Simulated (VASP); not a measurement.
NaB3:

```xyz
4
Lattice="3.3198 0.0000 0.0000 -1.6599 2.8750 0.0000 0.0000 0.0000 4.3692" Properties=species:S:1:pos:R:3 pbc="T T T"
Na    0.0000    0.0000    3.7536
B     2.3217    0.5763    2.0337
B     1.6599    1.7225    2.0337
B     0.9981    0.5763    2.0337
```

The cell was built by a generator and needn't be a form met in nature.

```yaml
Program: VASP 6.6.1
Task: relaxation of cell and atoms
Functional: PBE
Potentials_or_basis: VASP PAW PBE potentials, release 64 (Na_pv, B)
Cutoff: 600 eV
k_mesh: 9 × 9 × 6
Occupations: gaussian, width 0.05 eV
Spin: no spin polarisation
```

At the start: pressure 65.2 GPa; volume 10.43 Å³/atom.

Q: How do energy, volume and symmetry change on relaxing?

A: Over 19 steps the energy falls by 1529.7 meV/atom and the volume is 12.58 Å³/atom (+20.6 %); space group P-6m2 (No. 187, to 0.05 Å).

The path:
```tsv
step	energy change (eV)	largest force (eV/Å)	pressure (GPa)	volume (Å³)
1	0.0000	18.0588	65.25	41.70
2	172.5720	406.9268	326.71	72.48
3	-4.2395	7.4342	22.52	43.26
4	-4.2425	7.4392	22.64	43.22
5	-4.2524	7.4657	23.45	42.90
6	-5.9974	0.3148	-7.04	53.77
7	-6.0253	0.4512	-4.66	51.87
8	-6.1052	0.3275	1.08	49.57
9	-6.1061	0.3185	0.45	49.78
10	-6.1132	0.2104	0.77	49.83
11	-6.1132	0.2014	0.80	49.83
12	-6.1179	0.0847	0.26	50.21
13	-6.1184	0.0354	0.03	50.38
14	-6.1186	0.0216	-0.15	50.42
15	-6.1186	0.0220	-0.16	50.42
16	-6.1187	0.0059	-0.10	50.36
17	-6.1187	0.0124	-0.07	50.35
18	-6.1188	0.0085	0.03	50.29
19	-6.1188	0.0027	-0.01	50.31
```

Final structure:
```yaml
crystal:
  lattice:
    - [3.42198, 0.00000, 0.00000]
    - [-1.71099, 2.96352, 0.00000]
    - [0.00000, 0.00000, 4.96065]
  atoms:
    - { symbol: Na, position: [0.00000, 0.00000, 0.93889] }
    - { symbol: B, position: [0.83311, 0.16689, 0.43887] }
    - { symbol: B, position: [0.83311, 0.66622, 0.43887] }
    - { symbol: B, position: [0.33378, 0.16689, 0.43887] }
```

Caveat: the volume moved by over 15 % at a fixed basis, so the end points are rough.
